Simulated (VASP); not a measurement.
# La2TaO5 (I4/mmm) in VASP: notebook, part 2 of 2

VASP 6.6.1.

## (3) Relaxation of cell and atoms, PBE

This run uses another cell than the first one, of 15.46 Å³/atom, 0.986 times its volume.

INCAR reads:

```
ALGO = Fast ; EDIFF = 1E-4
EDIFFG = -0.08 ; ENCUT = 520
GGA = PE ; IBRION = 2
ISIF = 3 ; ISMEAR = 0
LASPH = T ; LCHARG = F
LREAL = F ; LWAVE = F
NELM = 60 ; NSW = 24
PREC = Normal ; SIGMA = 0.15
```

KPOINTS reads:

```
k-points
0
Gamma
  3 3 3
```

POSCAR reads:

```
La2TaO5
1.0
   -3.2786552500      3.2786552500      2.8771118000
    3.2786552500     -3.2786552500      2.8771118000
    3.2786552500      3.2786552500     -2.8771118000
La Ta O
2 1 5
Direct
    0.7500000000      0.2500000000      0.5000000000
    0.2500000000      0.7500000000      0.5000000000
    0.0000000000      0.0000000000      0.0000000000
    0.7208803000      0.7208803000      0.4417606000
    0.2791197000      0.2791197000      0.5582394000
    0.7208803000      0.2791197000      0.0000000000
    0.2791197000      0.7208803000      0.0000000000
    0.5000000000      0.5000000000      0.0000000000
```

Potentials or basis: VASP PAW PBE potentials, release 64 (La, Ta_pv, O).

Command:

```sh
$ cat potpaw_PBE.64/La/POTCAR potpaw_PBE.64/Ta_pv/POTCAR potpaw_PBE.64/O/POTCAR > POTCAR
$ mpirun -np 1 vasp_std > vasp.out
```

OUTCAR:

```text
EDIFF = 1E-4
   EDIFFG = -0.08
   ENCUT = 520
   GGA = PE
   IBRION = 2
   ISIF = 3
   ISMEAR = 0
   LASPH = T
   LREAL = F
   NELM = 60
   NSW = 24
   PREC = Normal

 ion  position               nearest neighbor table
   1  0.750  0.250  0.500-   4 2.74   5 2.74   7 2.74   6 2.74   6 2.74   7 2.74   4 2.74   5 2.74
                             2 2.88   2 2.88   3 3.58   3 3.58   3 3.58   3 3.58
   2  0.250  0.750  0.500-   4 2.74   5 2.74   6 2.74   7 2.74   7 2.74   6 2.74   4 2.74   5 2.74
                             1 2.88   1 2.88   3 3.58   3 3.58   3 3.58   3 3.58
   3  0.000  0.000  0.000-   5 2.59   4 2.59   7 2.59   6 2.59   2 3.58   2 3.58   1 3.58   1 3.58
                             2 3.58   1 3.58   1 3.58   2 3.58
   4  0.721  0.721  0.442-   3 2.59   1 2.74   2 2.74   1 2.74   2 2.74
   5  0.279  0.279  0.558-   3 2.59   2 2.74   1 2.74   2 2.74   1 2.74
   6  0.721  0.279  0.000-   3 2.59   1 2.74   2 2.74   1 2.74   2 2.74
   7  0.279  0.721  0.000-   3 2.59   2 2.74   1 2.74   2 2.74   1 2.74
   8  0.500  0.500  0.000-

  LATTYP: Found a body centered tetragonal cell.
 ALAT       =     6.5573105000
 C/A-ratio  =     0.8775280048

  Lattice vectors:
[... 551 lines left out ...]

------------------------ aborting loop because EDIFF is reached ----------------------------------------
[... 79 lines left out ...]
--------------------------------------- Ionic step       23  -------------------------------------------

 number of electron      62.9999945 magnetization

 Free energy of the ion-electron system (eV)
  ---------------------------------------------------
  ext. energy  EPLUGINS =         0.00000000
  ---------------------------------------------------
  free energy    TOTEN  =       -63.19778131 eV

  energy without entropy =      -63.16674928  energy(sigma->0) =      -63.18226530

 E-fermi :   7.1336     XC(G=0): -10.7819

 val. band max:        7.0144560724   @ k =   0.0000   0.0000   0.0000
 cond. band min:       7.2253907447   @ k =  -0.3333   0.3333   0.0000
 fundamental gap:      0.2109346723
 Fermi energy:         7.1335711422

 k-point     1 :       0.0000    0.0000    0.0000
  band No.  band energies     occupation
      1     -28.9396      2.00000
      2     -28.9396      2.00000
      3     -28.7350      2.00000
      4     -26.5665      2.00000
      5     -25.9277      2.00000
      6     -12.4203      2.00000
[... 264 lines left out ...]
  FREE ENERGIE OF THE ION-ELECTRON SYSTEM (eV)
  ---------------------------------------------------
  free  energy   TOTEN  =       -63.1977813129 eV

  energy  without entropy=      -63.1667492778  energy(sigma->0) =      -63.18226530

 reached required accuracy - stopping structural energy minimisation
```

CONTCAR:

```text
La2TaO5
   1.00000000000000
    -3.1678637623552044    3.1678637623552044    3.0133647156137133
     3.1678637623552044   -3.1678637623552044    3.0133647156137133
     3.1678637623552044    3.1678637623552044   -3.0133647156137133
  La              Ta              O
     2     1     5
Direct
     0.7500000000000000    0.2500000000000000    0.5000000000000000
     0.2500000000000000    0.7500000000000000    0.5000000000000000
     0.0000000000000000    0.0000000000000000    0.0000000000000000
     0.7853645500478078    0.7853645500478078    0.5707291000956228
     0.2146354499521922    0.2146354499521922    0.4292708999043773
     0.7853645500478078    0.2146354499521921    0.0000000000000000
     0.2146354499521922    0.7853645500478078    0.0000000000000000
     0.5000000000000000    0.5000000000000000    0.0000000000000000

  0.00000000E+00  0.00000000E+00  0.00000000E+00
  0.00000000E+00  0.00000000E+00  0.00000000E+00
  0.00000000E+00  0.00000000E+00  0.00000000E+00
  0.00000000E+00  0.00000000E+00  0.00000000E+00
  0.00000000E+00  0.00000000E+00  0.00000000E+00
  0.00000000E+00  0.00000000E+00  0.00000000E+00
  0.00000000E+00  0.00000000E+00  0.00000000E+00
  0.00000000E+00  0.00000000E+00  0.00000000E+00
```

Wall time 12 min (1 thread of Intel Xeon Platinum 8259CL at 2.50GHz (Skylake/Cascade Lake), shared host); peak memory 0.21 GiB.

Results:

```yaml
Free_energy: -63.1978 eV
Relaxed_volume: 15.12 Å³/atom
Relaxed_cell: a = 5.399 Å, b = 5.399 Å, c = 5.399 Å, α = 108.15°, β = 108.15°, γ = 112.15°
Space_group_after_relaxing_to_0.05_Å: I4/mmm (No. 139)
Energy_gained_by_relaxing: 1312.9 meV/atom
Ionic_steps: 23
Pressure_after_relaxing: -0.2 GPa
Largest_force_after_relaxing: 0.027 eV/Å
Band_gap_on_the_k_mesh: none (metal or under the smearing width)
```

Forces in eV/Å, atoms in the order of the input:
```
La   0.000  0.000  0.000
La   0.000  0.000  0.000
Ta   0.000  0.000  0.000
O    0.019  0.019  0.000
O   -0.019 -0.019  0.000
O   -0.019  0.019  0.000
O    0.019 -0.019  0.000
O    0.000  0.000  0.000
```

The path:
| step | energy change (eV) | largest force (eV/Å) | pressure (GPa) | volume (Å³) |
| --- | --- | --- | --- | --- |
| 1 | 0.0000 | 3.6210 | -14.88 | 123.71 |
| 2 | -4.8874 | 4.7091 | 19.92 | 99.03 |
| 3 | -4.9130 | 4.3859 | 29.34 | 95.88 |
| 4 | -6.5521 | 0.6466 | 42.11 | 96.82 |
| 5 | -6.5529 | 0.6889 | 41.87 | 96.81 |
| 6 | -9.2746 | 0.4117 | 12.14 | 112.73 |
| 7 | -9.7358 | 0.0184 | -1.33 | 125.92 |
| 8 | -9.7392 | 0.0526 | 0.20 | 124.49 |
| 9 | -9.9082 | 0.5501 | -1.11 | 124.16 |
| 10 | -10.0915 | 1.3034 | -3.25 | 123.49 |
| 11 | -10.0586 | 2.4021 | -6.82 | 121.67 |
| 12 | -10.1531 | 1.7731 | -4.55 | 122.90 |
| 13 | -10.2656 | 1.5619 | -3.21 | 121.66 |
| 14 | -10.4016 | 1.1336 | -1.32 | 119.42 |
| 15 | -10.3556 | 0.1780 | 4.43 | 114.83 |
| 16 | -10.4406 | 0.7885 | 0.76 | 117.63 |
| 17 | -10.4409 | 0.7353 | 1.03 | 117.41 |
| 18 | -10.4682 | 0.4980 | 1.29 | 117.92 |
| 19 | -10.4895 | 0.1485 | 1.97 | 119.14 |
| 20 | -10.4905 | 0.0365 | 1.84 | 118.92 |
| 21 | -10.5004 | 0.0569 | 0.61 | 120.11 |
| 22 | -10.5020 | 0.1132 | -0.22 | 120.91 |
| 23 | -10.5030 | 0.0268 | -0.16 | 120.96 |

Final structure:
```xyz
8
Lattice="-3.1679 3.1679 3.0134 3.1679 -3.1679 3.0134 3.1679 3.1679 -3.0134" Properties=species:S:1:pos:R:3 pbc="T T T"
La    0.0000    3.1679    1.5067
La    3.1679    0.0000    1.5067
Ta    0.0000    0.0000    0.0000
O     1.8080    1.8080    3.0134
O     1.3599    1.3599    0.0000
O    -1.8080    1.8080    3.0134
O     1.8080   -1.8080    3.0134
O     0.0000    0.0000    3.0134
```

Caveat: the k mesh is coarse (spacing up to 0.48 Å⁻¹), so the values aren't converged; an odd number of electrons without spin polarisation forces a metal; a magnetic or distorted state may lie lower; the relaxation stopped at a loose force limit of 0.08 eV/Å, so its end isn't a converged minimum.
